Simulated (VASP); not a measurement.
# Binding against coverage on TaN(001), part 2 of 2

How do binding energy and the level below the vacuum change as the layer fills? Model: TaN(001), 2 x 2, four layers.

VASP 6.6.1, plane waves and PAW; the level of theory is named at each step.

So far: Set-up; Relax the state, PBEsol; Potential of the state, PBEsol.

## Step 4: Relax the state, PBEsol

State “1 of 4 Ta sites hold Cl”: the free atoms relax, with the lowest layers held.

Level: PBEsol; plane waves and PAW (Ta_pv, N, Cl).

System, named by how it was started: Cl on TaN(001). The cell holds 33 atoms: 16 Ta, 16 N and 1 Cl. Its edges and angles: a = 6.194 Å, b = 6.194 Å, c = 24.820 Å, α = 90.0°, β = 90.0°, γ = 90.0°. It derives from TaN. Vacuum lies along c.

Contents of INCAR:

```
SYSTEM = Ta16N16Cl
PREC = Normal
ENCUT = 400
EDIFF = 1E-05
NELM = 120
ISMEAR = 1
SIGMA = 0.1
LREAL = Auto
ALGO = Fast
GGA = PS
NBANDS = 160
LASPH = .TRUE.
LORBIT = 11
LWAVE = .FALSE.
LCHARG = .FALSE.
KPAR = 4
NCORE = 2
IBRION = 2
NSW = 80
ISIF = 2
EDIFFG = -0.04
POTIM = 0.4
MAXMIX = 40
IDIPOL = 3
LDIPOL = .TRUE.
DIPOL = 0.5 0.5 0.461
ISYM = 2
```

Contents of POSCAR:

```
Ta16N16Cl
1.0
    6.1942554030      0.0000000000      0.0000000000
    0.0000000000      6.1942554030      0.0000000000
    0.0000000000      0.0000000000     24.8200000000
Ta N Cl
16 16 1
Selective dynamics
Direct
    0.0000000000      0.0000000000      0.3223207090  F F F
    0.0000000000      0.5000000000      0.3223207090  F F F
    0.5000000000      0.0000000000      0.3223207090  F F F
    0.5000000000      0.5000000000      0.3223207090  F F F
    0.2500000000      0.2500000000      0.4105560030  F F F
    0.2500000000      0.7500000000      0.4105560030  F F F
    0.7500000000      0.2500000000      0.4105560030  F F F
    0.7500000000      0.7500000000      0.4105560030  F F F
    0.0000000000      0.0000000000      0.4987912970  T T T
    0.0000000000      0.5000000000      0.4987912970  T T T
    0.5000000000      0.0000000000      0.4987912970  T T T
    0.5000000000      0.5000000000      0.4987912970  T T T
    0.2500000000      0.2500000000      0.5870265910  T T T
    0.2500000000      0.7500000000      0.5870265910  T T T
    0.7500000000      0.2500000000      0.5870265910  T T T
    0.7500000000      0.7500000000      0.5870265910  T T T
    0.2500000000      0.2500000000      0.3223207090  F F F
    0.2500000000      0.7500000000      0.3223207090  F F F
    0.7500000000      0.2500000000      0.3223207090  F F F
    0.7500000000      0.7500000000      0.3223207090  F F F
    0.0000000000      0.0000000000      0.4105560030  F F F
    0.0000000000      0.5000000000      0.4105560030  F F F
    0.5000000000      0.0000000000      0.4105560030  F F F
    0.5000000000      0.5000000000      0.4105560030  F F F
    0.2500000000      0.2500000000      0.4987912970  T T T
    0.2500000000      0.7500000000      0.4987912970  T T T
    0.7500000000      0.2500000000      0.4987912970  T T T
    0.7500000000      0.7500000000      0.4987912970  T T T
    0.0000000000      0.0000000000      0.5870265910  T T T
    0.0000000000      0.5000000000      0.5870265910  T T T
    0.5000000000      0.0000000000      0.5870265910  T T T
    0.5000000000      0.5000000000      0.5870265910  T T T
    0.2500000000      0.2500000000      0.6776792910  T T T
```

Contents of KPOINTS:

```
Automatic mesh
0
Gamma
4 4 1
0 0 0
```

Potentials, in the order of the species: Ta_pv, N and Cl (PBE family, release 64).

Launch:

```sh
$ mpirun -np 8 vasp_std
```

The log of the run:

```text
[banner, memory and clock lines left out]
running    8 mpi-ranks, on    1 nodes
[...]
[... a notice as in an earlier step ...]

 LDA part: xc-table for (Slater+PW92), standard interpolation
 POSCAR, INCAR and KPOINTS ok, starting setup
[...]
entering main loop
       N       E                     dE             d eps       ncg     rms          rms(c)
DAV:   1     0.226154006423E+04    0.22615E+04   -0.12796E+05  2296   0.122E+03
DAV:   2    -0.211793365164E+03   -0.24733E+04   -0.24240E+04  2272   0.375E+02
DAV:   3    -0.407524192900E+03   -0.19573E+03   -0.19124E+03  2320   0.997E+01
DAV:   4    -0.417918476359E+03   -0.10394E+02   -0.10199E+02  2480   0.206E+01
[...]
RMM:  28    -0.367519980638E+03   -0.13947E-04   -0.51974E-05   853   0.331E-03    0.168E-03
RMM:  29    -0.367519992299E+03   -0.11660E-04   -0.28640E-05   620   0.233E-03    0.825E-04
RMM:  30    -0.367520002221E+03   -0.99229E-05   -0.21428E-05   657   0.222E-03
   1 F= -.36752000E+03 E0= -.36750777E+03  d E =-.367520E+03
[...]
5 F= -.36854643E+03 E0= -.36853731E+03  d E =-.165259E+00
   6 F= -.36860886E+03 E0= -.36859860E+03  d E =-.624298E-01
   7 F= -.36860938E+03 E0= -.36859905E+03  d E =-.629515E-01
   8 F= -.36864933E+03 E0= -.36863902E+03  d E =-.399520E-01
   9 F= -.36865722E+03 E0= -.36864674E+03  d E =-.478375E-01
  10 F= -.36868026E+03 E0= -.36867055E+03  d E =-.230407E-01
  11 F= -.36868091E+03 E0= -.36867141E+03  d E =-.236975E-01
  12 F= -.36869653E+03 E0= -.36868793E+03  d E =-.156157E-01
  13 F= -.36870158E+03 E0= -.36869439E+03  d E =-.206623E-01
  14 F= -.36871125E+03 E0= -.36870499E+03  d E =-.967347E-02
  15 F= -.36871516E+03 E0= -.36870999E+03  d E =-.135848E-01
  16 F= -.36872144E+03 E0= -.36871678E+03  d E =-.627757E-02
  17 F= -.36872372E+03 E0= -.36871947E+03  d E =-.856176E-02
  18 F= -.36872181E+03 E0= -.36871848E+03  d E =-.664845E-02
  19 F= -.36872416E+03 E0= -.36872014E+03  d E =-.900231E-02
  20 F= -.36872686E+03 E0= -.36872320E+03  d E =-.269676E-02
  21 F= -.36872687E+03 E0= -.36872320E+03  d E =-.270470E-02
  22 F= -.36872729E+03 E0= -.36872387E+03  d E =-.426122E-03
 trial-energy change:   -0.000426  1 .order   -0.000373   -0.000554   -0.000192
 step:   1.5258(harm=  1.8662)  dis= 0.00241  next Energy=  -368.727320 (dE=-0.451E-03)
 reached required accuracy - stopping structural energy minimisation
```

It took 25 min on 8 MPI ranks of Intel Xeon Platinum 8259CL at 2.50GHz (Skylake/Cascade Lake), shared host; peak memory 3.5 GiB; 2.6 h of CPU time.

From OUTCAR (step 4):

```text
  Total      -47.9238284    -47.9238284    -13.6050224      0.0000000      0.0000000     -0.0000000
  in kB      -80.6272957    -80.6272957    -22.8891598      0.0000000      0.0000000     -0.0000000
  external PRESSURE =     -61.3812504 kB  Pullay stress =       0.0000000 kB

 POSITION                                       TOTAL-FORCE (eV/Angst)
 -----------------------------------------------------------------------------------
      0.00000      0.00000      8.00000         0.077371      0.077371      2.077066
      0.00000      3.09713      8.00000         0.077371     -0.077371      2.077066
      3.09713      0.00000      8.00000        -0.077371      0.077371      2.077066
      3.09713      3.09713      8.00000        -0.077371     -0.077371      2.077066
      1.54856      1.54856     10.19000        -0.000000     -0.000000     -1.094722
      1.54856      4.64569     10.19000        -0.000000     -0.000000     -1.088881
      4.64569      1.54856     10.19000        -0.000000     -0.000000     -1.088881
      4.64569      4.64569     10.19000        -0.000000     -0.000000     -0.718222
      0.02961      0.02961     12.53870         0.000124      0.000124      0.011005
      0.02961      3.06752     12.53870         0.000124     -0.000124      0.011005
      3.06752      0.02961     12.53870        -0.000124      0.000124      0.011005
      3.06752      3.06752     12.53870        -0.000124     -0.000124      0.011005
      1.54856      1.54856     14.68583        -0.000000     -0.000000      0.017734
      1.54856      4.64569     14.51301        -0.000000     -0.000000      0.022738
[...]
-----------------------------------------------------------------------------------
    total drift:                                0.000000      0.000000      0.053869

  FREE ENERGIE OF THE ION-ELECTRON SYSTEM (eV)
  ---------------------------------------------------
  free  energy   TOTEN  =      -368.7272945570 eV

  energy  without entropy=     -368.7170342422  energy(sigma->0) =     -368.72387445

[... 1 part as in an earlier step ...]

[... 3 further parts left out ...]
[key lines of the parts left out:]
E-fermi :   0.7961
```

This run gave:

```
energy(sigma→0) of the program : -368.7239 eV
ionic steps                    : 22
```

## Step 5: Potential of the state, PBEsol

State “1 of 4 Ta sites hold Cl”: a tighter run that also writes the potential.

Level: PBEsol; plane waves and PAW (Ta_pv, N, Cl).

Contents of INCAR:

```
SYSTEM = Ta16N16Cl
PREC = Normal
ENCUT = 400
EDIFF = 1E-06
NELM = 120
ISMEAR = 1
SIGMA = 0.1
LREAL = Auto
ALGO = Fast
GGA = PS
NBANDS = 160
LASPH = .TRUE.
LORBIT = 11
LWAVE = .FALSE.
LCHARG = .FALSE.
KPAR = 4
NCORE = 2
IDIPOL = 3
LDIPOL = .TRUE.
DIPOL = 0.5 0.5 0.464
LVHAR = .TRUE.
LVACPOTAV = .TRUE.
NEDOS = 1500
```

Contents of POSCAR:

```
Ta16N16Cl
1.0
    6.1942554030      0.0000000000      0.0000000000
    0.0000000000      6.1942554030      0.0000000000
    0.0000000000      0.0000000000     24.8200000000
Ta N Cl
16 16 1
Selective dynamics
Direct
    0.0000000000      0.0000000000      0.3223207090  F F F
    0.0000000000      0.5000000000      0.3223207090  F F F
    0.5000000000      0.0000000000      0.3223207090  F F F
    0.5000000000      0.5000000000      0.3223207090  F F F
    0.2500000000      0.2500000000      0.4105560030  F F F
    0.2500000000      0.7500000000      0.4105560030  F F F
    0.7500000000      0.2500000000      0.4105560030  F F F
    0.7500000000      0.7500000000      0.4105560030  F F F
    0.0047803813      0.0047803813      0.5051851559  T T T
    0.0047803813      0.4952196187      0.5051851559  T T T
    0.4952196187      0.0047803813      0.5051851559  T T T
    0.4952196187      0.4952196187      0.5051851559  T T T
    0.2500000000      0.2500000000      0.5916932715  T T T
    0.2500000000      0.7500000000      0.5847306032  T T T
    0.7500000000      0.2500000000      0.5847306032  T T T
    0.7500000000      0.7500000000      0.5840430065  T T T
    0.2500000000      0.2500000000      0.3223207090  F F F
    0.2500000000      0.7500000000      0.3223207090  F F F
    0.7500000000      0.2500000000      0.3223207090  F F F
    0.7500000000      0.7500000000      0.3223207090  F F F
    0.0000000000      0.0000000000      0.4105560030  F F F
    0.0000000000      0.5000000000      0.4105560030  F F F
    0.5000000000      0.0000000000      0.4105560030  F F F
    0.5000000000      0.5000000000      0.4105560030  F F F
    0.2500000000      0.2500000000      0.4985095121  T T T
    0.2500000000      0.7500000000      0.5000623451  T T T
    0.7500000000      0.2500000000      0.5000623451  T T T
    0.7500000000      0.7500000000      0.5001745985  T T T
    0.9967727630      0.9967727630      0.5953046671  T T T
    0.9967727630      0.5032272370      0.5953046671  T T T
    0.5032272370      0.9967727630      0.5953046671  T T T
    0.5032272370      0.5032272370      0.5953046671  T T T
    0.2500000000      0.2500000000      0.6871014859  T T T
```

KPOINTS is that of step 4.

Launch:

```sh
$ mpirun -np 8 vasp_std
```

The log of the run:

```text
[... set-up lines as in an earlier step ...]
 entering main loop
       N       E                     dE             d eps       ncg     rms          rms(c)
DAV:   1     0.226930723295E+04    0.22693E+04   -0.12770E+05  2272   0.122E+03
DAV:   2    -0.210895463719E+03   -0.24802E+04   -0.24279E+04  2280   0.375E+02
DAV:   3    -0.407356053029E+03   -0.19646E+03   -0.19229E+03  2312   0.999E+01
DAV:   4    -0.417495770742E+03   -0.10140E+02   -0.99675E+01  2464   0.207E+01
[...]
RMM:  29    -0.368727272968E+03   -0.32814E-05   -0.31125E-06  1103   0.938E-04    0.268E-04
RMM:  30    -0.368727274947E+03   -0.19792E-05   -0.14932E-06   960   0.765E-04    0.219E-04
RMM:  31    -0.368727275609E+03   -0.66251E-06   -0.96596E-07   847   0.653E-04
 [... a notice as in an earlier step ...]

   1 F= -.36872728E+03 E0= -.36872387E+03  d E =-.102138E-01
```

Run time: 3.5 min. Hardware: 8 MPI ranks; peak memory 3.2 GiB.

Parts of OUTCAR (step 5):

```text
  Total      -47.9187155    -47.9187155    -13.5849532      0.0000000      0.0000000     -0.0000000
  in kB      -80.6186936    -80.6186936    -22.8553953      0.0000000      0.0000000     -0.0000000
  external PRESSURE =     -61.3642608 kB  Pullay stress =       0.0000000 kB

 POSITION                                       TOTAL-FORCE (eV/Angst)
 -----------------------------------------------------------------------------------
      0.00000      0.00000      8.00000         0.077679      0.077679      2.078016
      0.00000      3.09713      8.00000         0.077679     -0.077679      2.078016
      3.09713      0.00000      8.00000        -0.077679      0.077679      2.078016
      3.09713      3.09713      8.00000        -0.077679     -0.077679      2.078016
      1.54856      1.54856     10.19000        -0.000000     -0.000000     -1.097604
      1.54856      4.64569     10.19000        -0.000000     -0.000000     -1.090853
      4.64569      1.54856     10.19000        -0.000000     -0.000000     -1.090853
      4.64569      4.64569     10.19000        -0.000000     -0.000000     -0.720205
      0.02961      0.02961     12.53870        -0.000198     -0.000198      0.016560
      0.02961      3.06752     12.53870        -0.000198      0.000198      0.016560
      3.06752      0.02961     12.53870         0.000198     -0.000198      0.016560
      3.06752      3.06752     12.53870         0.000198      0.000198      0.016560
      1.54856      1.54856     14.68583        -0.000000     -0.000000      0.009701
      1.54856      4.64569     14.51301        -0.000000     -0.000000      0.022980
[...]
-----------------------------------------------------------------------------------
    total drift:                                0.000000      0.000000      0.059712

  FREE ENERGIE OF THE ION-ELECTRON SYSTEM (eV)
  ---------------------------------------------------
  free  energy   TOTEN  =      -368.7272756094 eV

  energy  without entropy=     -368.7170617791  energy(sigma->0) =     -368.72387100

[... 2 parts as in an earlier step ...]

[... 1 further part left out ...]
[key lines of the parts left out:]
E-fermi :   0.7962
```

This run gave:

```
energy(sigma→0) of the program      : -368.7239 eV
work function, upper and lower side : 4.89, 3.77 eV
```

VASP warns that it found no field-free region by its own threshold; the planar potential, read 60 % of the way from the top atom to the cell's edge, stands at 4.89 eV above the Fermi level.

## Step 6: Free molecule: Cl2, PBEsol

Each gas relaxes alone in a box.

Level: PBEsol; plane waves and PAW (Cl).

System, named by how it was started: Cl2. The cell holds 2 atoms: 2 Cl. Cell: a = 10.000 Å, b = 10.500 Å, c = 13.000 Å, α = 90.0°, β = 90.0°, γ = 90.0°. Vacuum lies along a, b and c.

Contents of INCAR:

```
SYSTEM = Cl
PREC = Normal
ENCUT = 400
EDIFF = 1E-05
NELM = 120
ISMEAR = 0
SIGMA = 0.01
LREAL = Auto
ALGO = Normal
GGA = PS
NBANDS = 13
LASPH = .TRUE.
LORBIT = 11
LWAVE = .FALSE.
LCHARG = .FALSE.
NCORE = 4
IBRION = 2
NSW = 60
ISIF = 2
EDIFFG = -0.03
POTIM = 0.4
MAXMIX = 40
ISYM = 0
```

Contents of POSCAR:

```
Cl
1.0
   10.0000000000      0.0000000000      0.0000000000
    0.0000000000     10.5000000000      0.0000000000
    0.0000000000      0.0000000000     13.0000000000
Cl
2
Direct
    0.5000000000      0.5000000000      0.4234615400
    0.5000000000      0.5000000000      0.5765384600
```

Contents of KPOINTS:

```
Automatic mesh
0
Gamma
1 1 1
0 0 0
```

Potentials, in the order of the species: Cl (PBE family, release 64).

Launch:

```sh
$ mpirun -np 16 vasp_gam
```

The log of the run:

```text
[banner, memory and clock lines left out]
running   16 mpi-ranks, on    1 nodes
[...]
|                                                                             |
|               ----> ADVICE to this user running VASP <----                  |
|                                                                             |
|     You have a (more or less) 'small supercell' and for smaller cells       |
|     it is recommended to use the reciprocal-space projection scheme!        |
|     The real-space optimization is not efficient for small cells and it     |
|     is also less accurate ...                                               |
|     Therefore, set LREAL=.FALSE. in the INCAR file.                         |
|                                                                             |

 [... a notice as in an earlier step ...]

 LDA part: xc-table for (Slater+PW92), standard interpolation
|                                                                             |
|           W    W    AA    RRRRR   N    N  II  N    N   GGGG   !!!           |
[...]
N       E                     dE             d eps       ncg     rms          rms(c)
DAV:   1    -0.384461822113E+01   -0.52254E-04   -0.23991E-01    32   0.202E+00    0.762E-01
DAV:   2    -0.384497657148E+01   -0.35835E-03   -0.77717E-03    32   0.514E-01    0.287E-01
DAV:   3    -0.384519347690E+01   -0.21691E-03   -0.16070E-04    32   0.651E-02    0.128E-01
DAV:   4    -0.384528290327E+01   -0.89426E-04   -0.11917E-04    32   0.503E-02    0.195E-02
DAV:   5    -0.384529274548E+01   -0.98422E-05   -0.10530E-05    32   0.173E-02
   2 F= -.38452927E+01 E0= -.38452927E+01  d E =-.718860E-03
 trial-energy change:   -0.000719  1 .order   -0.000671   -0.002823    0.001481
 step:   0.6707(harm=  0.6559)  dis= 0.00495  next Energy=    -3.845535 (dE=-0.961E-03)
[...]
N       E                     dE             d eps       ncg     rms          rms(c)
DAV:   1    -0.384547318733E+01   -0.19028E-03   -0.26422E-02    40   0.671E-01    0.243E-01
DAV:   2    -0.384555190046E+01   -0.78713E-04   -0.77695E-04    32   0.166E-01    0.791E-03
DAV:   3    -0.384555613961E+01   -0.42391E-05   -0.18264E-05    40   0.201E-02
   3 F= -.38455561E+01 E0= -.38455561E+01  d E =-.982254E-03
[...]
reached required accuracy - stopping structural energy minimisation
```

It took 6.2 s on 16 MPI ranks; peak memory 2.3 GiB.

OUTCAR, selected parts (step 6):

```text
  Total       -0.0177550     -0.0225637     -0.0252816      0.0000010      0.0000024      0.0000028
  in kB       -0.0208401     -0.0264842     -0.0296745      0.0000012      0.0000028      0.0000033
  external PRESSURE =      -0.0256663 kB  Pullay stress =       0.0000000 kB

 POSITION                                       TOTAL-FORCE (eV/Angst)
 -----------------------------------------------------------------------------------
      5.00000      5.25000      5.50995        -0.000000     -0.000000      0.000383
      5.00000      5.25000      7.49005         0.000000      0.000000     -0.000383
 -----------------------------------------------------------------------------------
    total drift:                                0.000001      0.000000     -0.000012

  FREE ENERGIE OF THE ION-ELECTRON SYSTEM (eV)
  ---------------------------------------------------
  free  energy   TOTEN  =        -3.8455561396 eV

  energy  without entropy=       -3.8455561396  energy(sigma->0) =       -3.84555614

[... 1 part as in an earlier step ...]

[... 3 further parts left out ...]
[key lines of the parts left out:]
E-fermi :  -6.9073
```

Read from the output:

```
energy(sigma→0) of the program : -3.8456 eV
ionic steps                    : 3
```

## Step 7: The energy by hand

For “1 of 4 Ta sites hold Cl”, from the relaxed energies at PBEsol: [-368.724 − (-364.091) − (0.5) × (-3.846)] = -2.71 eV.

## Step 8: The table

The other members went through these steps as far as the tables show, with one cutoff; 6 runs are not shown. The session took 17 core hours (wall time by ranks) on a shared machine.

Mean binding energy of one Cl against half of Cl2; static energies, no zero-point or thermal terms; level: Fermi level of a metal, highest filled level otherwise.

| state | coverage in layers | from state | gas taken up (+) or given off (-) | energy, PBEsol (eV) |
| --- | --- | --- | --- | --- |
| clean | 0 |  |  |  |
| 1 of 4 Ta sites hold Cl | 0.25 | clean | +0.5 Cl2 | -2.71 |
| 2 of 4 Ta sites hold Cl | 0.50 | clean | +1 Cl2 | -2.56 |
| 3 of 4 Ta sites hold Cl | 0.75 | clean | +1.5 Cl2 | -2.38 |
| 4 of 4 Ta sites hold Cl | 1.00 | clean | +2 Cl2 | -2.26 |

A blank entry does not apply, was not run or did not finish.

| state | level below the vacuum (eV) | gap (eV) | nearest pair between the added atoms and the rest | its distance (Å) |
| --- | --- | --- | --- | --- |
| clean | 3.31 | 0.00 |  |  |
| 1 of 4 Ta sites hold Cl | 4.89 | 0.00 | Cl-Ta | 2.37 |
| 2 of 4 Ta sites hold Cl | 5.71 | 0.00 | Cl-Ta | 2.34 |
| 3 of 4 Ta sites hold Cl | 5.69 | 0.00 | Cl-Ta | 2.27 |
| 4 of 4 Ta sites hold Cl | 5.76 | 0.00 | Cl-Ta | 2.27 |

## Step 9: What came out

- binding at 0.25 layers: -2.71 eV
- binding at 1 layers: -2.26 eV

From 0.25 to 1 layers the mean binding weakens by 0.45 eV. The differential binding, step by step, is -2.42, -2.01, -1.92 eV an atom. The level below the vacuum on the upper side spans 3.31 eV (“clean”) to 5.76 eV (“4 of 4 Ta sites hold Cl”). Vacuum levels are VASP's own where it printed one and read from the planar potential otherwise; the two differ by up to about 0.05 eV, so smaller differences between rows mean nothing. The work function of the untouched lower face drifts by 0.31 eV over the series, a sign that the slab may be too thin to part the two faces. The crystal is taken in the rock-salt form at a typed lattice constant, and the added atoms are held on top sites by symmetry. The slabs ran without spin polarisation, which may matter for added atoms with open shells. One start was relaxed for each state, in a small cell at high coverage; entropy of the gases, which favours steps that give off gas, is left out.

[Lines on the potential files, build, host, timing and source positions are cut from VASP's logs without a mark.]

[Logs are printed without paths, hosts, clocks, repeated set-up lines and the standing remarks that a program may print on its own settings, such as how far it seeks lower states.]

[Hosts, paths, dates, database ids (printed as entryN), source tags and the programs' standing remarks are cut or masked in the printed files.]
